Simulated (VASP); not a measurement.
Here is the system:

```yaml
crystal:
  lattice:
    - [3.83844, 0.00000, 0.00000]
    - [-1.91922, 3.32419, 0.00000]
    - [0.00000, 0.00000, 6.29727]
  atoms:
    - { symbol: Al, position: [0.33333, 0.66667, 0.00004] }
    - { symbol: Al, position: [0.66667, 0.33333, 0.50004] }
    - { symbol: P, position: [0.33333, 0.66667, 0.37496] }
    - { symbol: P, position: [0.66667, 0.33333, 0.87496] }
```

Method: LDA (Ceperley-Alder, Perdew-Zunger), VASP's LDA PAW potentials (set 64) (plane waves; VASP). Run with 400 eV cut-off, 9×9×5 Γ-centred mesh, Gaussian smearing of 0.010 eV, potentials Al P.

The dielectric response may not be converged in the k-mesh; for small gaps it tends to come out too large.

### Question
The job: AlP (space group P6_3mc), 4 atoms, LDA, DFPT for ε, Born charges and Γ modes, 400 eV, 9×9×5 Γ-centred mesh. Roughly how much core time does it take on a busy server core?

### Answer
About 20 core-minutes (one run on a shared machine, a rough figure). It had 36 irreducible k-points, 12 bands, up to 1472 plane waves and 173 electronic steps.

The structure comes from a computed database's AlP entry (P6_3mc); how it stands against other phases isn't given here. It was relaxed first.
